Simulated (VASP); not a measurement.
# Pd3I (I4/mmm) in VASP: notebook

Runs on Pd3I. Level: PBE. Tasks: single point.

All numbers are computed with VASP 6.6.1; they aren't measurements. Logs are shortened: lines on timing, memory, paths and dates and some standing lists are left out, and cuts for length are marked.

## (1) The crystal as given

It takes space group I4/mmm (No. 139, tetragonal). The conventional cell has a = 4.294 Å, b = 4.294 Å, c = 7.752 Å, α = 90.00°, β = 90.00°, γ = 90.00°. I (site symmetry 4/mmm) is surrounded by 12 Pd at 2.89 to 3.04 Å. Pd (site symmetry 4/mmm) is surrounded by 8 Pd at 2.89 Å and 4 I at 3.04 Å. Pd (site symmetry -4m2) has 4 I at 2.89 Å and 8 Pd at 2.89 to 3.04 Å as nearest neighbours.

The cell comes from a database or a generator and needn't be the stable form of this composition.

## (2) Single point, PBE

The input, INCAR:

```
PREC = Accurate ; ENCUT = 450
EDIFF = 1E-6 ; ISMEAR = 0
SIGMA = 0.02 ; LREAL = F
LASPH = T ; NELM = 100
ALGO = Normal ; ISIF = 2
LWAVE = F ; LCHARG = F
GGA = PE
```

The input, KPOINTS:

```
regular mesh
0
Gamma
  4 4 4
```

The input, POSCAR:

```
Pd3I
1.0
   -2.1469490000      2.1469490000      3.8759100000
    2.1469490000     -2.1469490000      3.8759100000
    2.1469490000      2.1469490000     -3.8759100000
I Pd
1 3
Direct
    0.0000000000      0.0000000000      0.0000000000
    0.5000000000      0.5000000000      0.0000000000
    0.2500000000      0.7500000000      0.5000000000
    0.7500000000      0.2500000000      0.5000000000
```

Potentials or basis: VASP PAW PBE potentials, release 64 (I_GW, Pd_GW).

The run is started by

```bash
cat potpaw_PBE.64/I_GW/POTCAR potpaw_PBE.64/Pd_GW/POTCAR > POTCAR
mpirun -np 1 vasp_std > vasp.out
```

OUTCAR:

```text
PREC = Accurate
   ENCUT = 450
   EDIFF = 1E-6
   ISMEAR = 0
   LREAL = F
   LASPH = T
   NELM = 100
   ISIF = 2
   GGA = PE

 ion  position               nearest neighbor table
   1  0.000  0.000  0.000-   4 2.89   3 2.89   3 2.89   4 2.89   3 2.89   4 2.89   4 2.89   3 2.89
                             2 3.04   2 3.04   2 3.04   2 3.04
   2  0.500  0.500  0.000-   3 2.89   4 2.89   3 2.89   4 2.89   3 2.89   4 2.89   3 2.89   4 2.89
                             1 3.04   1 3.04   1 3.04   1 3.04
   3  0.250  0.750  0.500-   1 2.89   2 2.89   1 2.89   2 2.89   1 2.89   2 2.89   1 2.89   2 2.89
                             4 3.04   4 3.04   4 3.04   4 3.04   4 3.88   4 3.88
   4  0.750  0.250  0.500-   2 2.89   1 2.89   1 2.89   2 2.89   1 2.89   2 2.89   2 2.89   1 2.89
                             3 3.04   3 3.04   3 3.04   3 3.04   3 3.88   3 3.88

  LATTYP: Found a body centered tetragonal cell.
 ALAT       =     4.2938980000
 C/A-ratio  =     1.8053106990

  Lattice vectors:

 A1 = (  -2.1469490000,   2.1469490000,   3.8759100000)
 A2 = (   2.1469490000,  -2.1469490000,   3.8759100000)
 A3 = (   2.1469490000,   2.1469490000,  -3.8759100000)

Analysis of symmetry for initial positions (statically):
=====================================================================
 Subroutine PRICEL returns:
 Original cell was already a primitive cell.

 Routine SETGRP: Setting up the symmetry group for a
 body centered tetragonal supercell.

 Subroutine GETGRP returns: Found 16 space group operations
 (whereof 16 operations were pure point group operations)
 out of a pool of 16 trial point group operations.

The static configuration has the point symmetry D_4h.

Analysis of symmetry for dynamics (positions and initial velocities):
=====================================================================
 Subroutine PRICEL returns:
 Original cell was already a primitive cell.

 Routine SETGRP: Setting up the symmetry group for a
 body centered tetragonal supercell.

 Subroutine GETGRP returns: Found 16 space group operations
 (whereof 16 operations were pure point group operations)
 out of a pool of 16 trial point group operations.

The dynamic configuration has the point symmetry D_4h.

 Subroutine INISYM returns: Found 16 space group operations
 (whereof 16 operations are pure point group operations),
 and found     1 'primitive' translations

----------------------------------------------------------------------------------------

[... 85 lines left out ...]
   LREAL  =      F    real-space projection
   EDIFFG = 0.1E-04   stopping-criterion for IOM
   NSW    =      0    number of steps for IOM
   IBRION =     -1    ionic relax: 0-MD 1-quasi-New 2-CG
   NFREE  =      0    steps in history (QN), initial steepest desc. (CG)
   ISIF   =      2    stress and relaxation
   ISYM   =      2    0-nonsym 1-usesym 2-fastsym
   POTIM  = 0.5000    time-step for ionic-motion
   TEBEG  =    0.0;   TEEND  =   0.0 temperature during run
   PSTRESS=    0.0 pullay stress
   NELECT =      37.0000    total number of electrons
   NUPDOWN=      -1.0000    fix difference up-down
   EMIN   =  10.00;   EMAX   =-10.00  energy-range for DOS
   EFERMI =   0.00;   METHOD = LEGACY
   ISMEAR =     0;   SIGMA  =   0.02  broadening in eV -4-tet -1-fermi 0-gaus
   EFERMI_NEDOS =   21; number of points for ismear=-14 and -15
   IALGO  =     38    algorithm
   IMIX   =      4    mixing-type and parameters
     AMIX     =   0.40;   BMIX     =  1.00
     AMIX_MAG =   1.60;   BMIX_MAG =  1.00
  volume/ion in A,a.u.               =      17.87       120.56
  Fermi-wavevector in a.u.,A,eV,Ry     =   1.314568  2.484173 23.512076  1.728089
  Thomas-Fermi vector in A             =   2.444812
   LORBIT       =      0    0 simple, 1 ext, 2 COOP (PROOUT), +10 PAW based schemes
   GGA     = PE    functional components
   LHFCALC =     F    Hartree Fock is set to
   AEXX    =    0.0000 exact exchange contribution
   IVDW    =     0    specifies the selected vdW correction
   LEPSILON=     F    determine dielectric tensor
   LRPA    =     F    only Hartree local field effects (RPA)
 non-spin polarized calculation
 Gauss-broadening in eV      SIGMA  =   0.02
  energy-cutoff  :      450.00
  volume of cell :       71.46
 maximum number of plane-waves:      1581
 NGX is ok and might be reduce to    36
   NGX = 17   NGY = 17   NGZ = 17

 number of electron      37.0000000 magnetization

 Free energy of the ion-electron system (eV)
  ---------------------------------------------------
  ext. energy  EPLUGINS =         0.00000000
  ---------------------------------------------------
  free energy    TOTEN  =       -16.58271740 eV

  energy without entropy =      -16.58137671  energy(sigma->0) =      -16.58204705

 E-fermi :   8.1979     XC(G=0): -12.1153

 val. band max:        8.1181281934   @ k =   0.2500  -0.0000   0.0000
 cond. band min:       8.2024075416   @ k =  -0.2500   0.5000   0.2500
 fundamental gap:      0.0842793482
 Fermi energy:         8.1979012143

 k-point     1 :       0.0000    0.0000    0.0000
  band No.  band energies     occupation
      1      -6.7822      2.00000
      2       2.5647      2.00000
      3       2.7245      2.00000
      4       2.7245      2.00000
      5       3.9724      2.00000
      6       4.4052      2.00000
[... 314 lines left out ...]
     21      11.6828      0.00000
     22      13.2639      0.00000

------------------------ aborting loop because EDIFF is reached ----------------------------------------

  FORCE on cell =-STRESS in cart. coord.  units (eV):
  Direction    XX          YY          ZZ          XY          YZ          ZX
  --------------------------------------------------------------------------------------
  -------------------------------------------------------------------------------------
  Total       -0.6061867     -0.6061867     -0.2298792      0.0000000      0.0000000      0.0000000
  in kB      -13.5906379    -13.5906379     -5.1538658      0.0000000      0.0000000      0.0000000
  external PRESSURE =     -10.7783805 kB  Pullay stress =       0.0000000 kB

 VOLUME and BASIS-vectors are now :
 -----------------------------------------------------------------------------
  energy-cutoff  :      450.00
  volume of cell :       71.46
      direct lattice vectors                 reciprocal lattice vectors
    -2.146949000  2.146949000  3.875910000     0.000000000  0.232888625  0.129001963
     2.146949000 -2.146949000  3.875910000     0.232888625  0.000000000  0.129001963
     2.146949000  2.146949000 -3.875910000     0.232888625  0.232888625  0.000000000

 POSITION                                       TOTAL-FORCE (eV/Angst)
 -----------------------------------------------------------------------------------
      0.00000      0.00000      0.00000         0.000000     -0.000000     -0.000000
      0.00000      0.00000      3.87591         0.000000     -0.000000     -0.000000
      2.14695      0.00000      1.93796        -0.000000      0.000000     -0.000000
      0.00000      2.14695      1.93796         0.000000     -0.000000      0.000000
 -----------------------------------------------------------------------------------
    total drift:                               -0.000000      0.000000      0.000000

  FREE ENERGIE OF THE ION-ELECTRON SYSTEM (eV)
  ---------------------------------------------------
  free  energy   TOTEN  =       -16.5827174010 eV

  energy  without entropy=      -16.5813767078  energy(sigma->0) =      -16.58204705
```

OSZICAR:

```text
N       E                     dE             d eps       ncg     rms          rms(c)
DAV:   1     0.266056792586E+03    0.26606E+03   -0.16748E+04   976   0.173E+03
DAV:   2    -0.153069167622E+01   -0.26759E+03   -0.25885E+03   930   0.818E+02
DAV:   3    -0.164279035148E+02   -0.14897E+02   -0.14356E+02  1144   0.196E+02
DAV:   4    -0.170740568415E+02   -0.64615E+00   -0.64117E+00  1112   0.566E+01
DAV:   5    -0.171101894362E+02   -0.36133E-01   -0.36065E-01  1136   0.115E+01    0.860E+00
DAV:   6    -0.166395250102E+02    0.47066E+00   -0.75209E-01   952   0.718E+00    0.504E+00
DAV:   7    -0.166088252741E+02    0.30700E-01   -0.71929E-01   936   0.102E+01    0.239E+00
DAV:   8    -0.165849225327E+02    0.23903E-01   -0.20185E-01  1040   0.797E+00    0.111E+00
DAV:   9    -0.165831108855E+02    0.18116E-02   -0.19460E-02  1080   0.231E+00    0.525E-01
DAV:  10    -0.165827585849E+02    0.35230E-03   -0.35903E-03  1016   0.678E-01    0.669E-02
DAV:  11    -0.165827325431E+02    0.26042E-04   -0.65377E-04   960   0.300E-01    0.430E-02
DAV:  12    -0.165827201380E+02    0.12405E-04   -0.69808E-05   936   0.116E-01    0.128E-02
DAV:  13    -0.165827174527E+02    0.26853E-05   -0.12333E-05   912   0.561E-02    0.239E-03
DAV:  14    -0.165827174010E+02    0.51704E-07   -0.93924E-07   520   0.185E-02
   1 F= -.16582717E+02 E0= -.16582047E+02  d E =-.134069E-02
```

stdout:

```text
POSCAR found type information on POSCAR I Pd
 POSCAR found :  2 types and       4 ions
 scaLAPACK will be used
 LDA part: xc-table for (Slater+PW92), standard interpolation
 POSCAR, INCAR and KPOINTS ok, starting setup
 FFT: planning ... GRIDC
 FFT: planning ... GRID_SOFT
 FFT: planning ... GRID
 WAVECAR not read
 entering main loop
```

Wall time 30 s (1 thread of Intel Xeon Platinum 8375C at 2.90GHz (Ice Lake), shared host); peak memory 0.21 GiB.

What came out:

```yaml
Free_energy: -16.5827 eV
Pressure: -1.1 GPa
Band_gap_on_the_k_mesh: none (metal or under the smearing width)
```

Levels at points of the mesh, in eV from the Fermi level:
| k point | band 14 | band 15 | band 16 | band 17 | band 18 | band 19 | band 20 | band 21 | band 22 |
| --- | --- | --- | --- | --- | --- | --- | --- | --- | --- |
| (0.00, 0.00, 0.00) | -1.21 | -1.21 | -0.99 | -0.83 | -0.30 | 0.08 | 0.08 | 4.97 | 5.00 |
| (0.50, 0.00, 0.00) | -1.54 | -1.40 | -0.80 | -0.60 | -0.24 | 0.47 | 0.79 | 3.38 | 4.61 |
| (0.50, 0.50, 0.00) | -1.67 | -1.52 | -1.20 | -0.74 | -0.61 | -0.23 | 0.83 | 3.39 | 5.58 |
| (0.50, 0.50, 0.50) | -1.46 | -1.03 | -0.56 | -0.54 | -0.54 | -0.31 | 1.49 | 3.48 | 5.07 |

Caveat: the k mesh is coarse (spacing up to 0.52 Å⁻¹), so the values aren't converged; an odd number of electrons without spin polarisation forces a metal; a magnetic or distorted state may lie lower.

## (3) Single point, PBE

The input, INCAR:

```
ALGO = Normal
EDIFF = 1E-7
ENCUT = 450
GGA = PE
ISIF = 2
ISMEAR = 0
LASPH = True
LCHARG = False
LREAL = False
LWAVE = False
NELM = 80
PREC = Accurate
SIGMA = 0.02
```

The input, KPOINTS:

```
k-points
0
Gamma
  4 4 4
```

POSCAR is that of step 2.

Potentials or basis: VASP PAW PBE potentials, release 64 (I_GW, Pd_GW).

The run is started by

```bash
cat potpaw_PBE.64/I_GW/POTCAR potpaw_PBE.64/Pd_GW/POTCAR > POTCAR
mpirun -np 1 vasp_std > vasp.out
```

It took 18 s on 1 thread of Intel Xeon 6975P-C (Granite Rapids), shared host; peak memory 0.21 GiB.

It converged, with:

* Free energy: -16.5827 eV
* Pressure: -1.1 GPa
* Band gap on the k mesh: none (metal or under the smearing width)

Stress tensor (GPa, compression positive):
```
-1.36  0.00  0.00
 0.00 -1.36  0.00
 0.00  0.00 -0.52
```

Levels at points of the mesh, in eV from the Fermi level:
```csv
k point,band 16,band 17,band 18,band 19,band 20,band 21
"(0.00, 0.00, 0.00)",-0.99,-0.83,-0.30,0.08,0.08,4.97
"(0.50, 0.00, 0.00)",-0.80,-0.60,-0.24,0.47,0.79,3.38
"(0.50, 0.50, 0.00)",-1.20,-0.74,-0.61,-0.23,0.83,3.39
"(0.50, 0.50, 0.50)",-0.56,-0.54,-0.54,-0.31,1.49,3.49
```

Caveat: the k mesh is coarse (spacing up to 0.52 Å⁻¹), so the values aren't converged; an odd number of electrons without spin polarisation forces a metal; a magnetic or distorted state may lie lower.
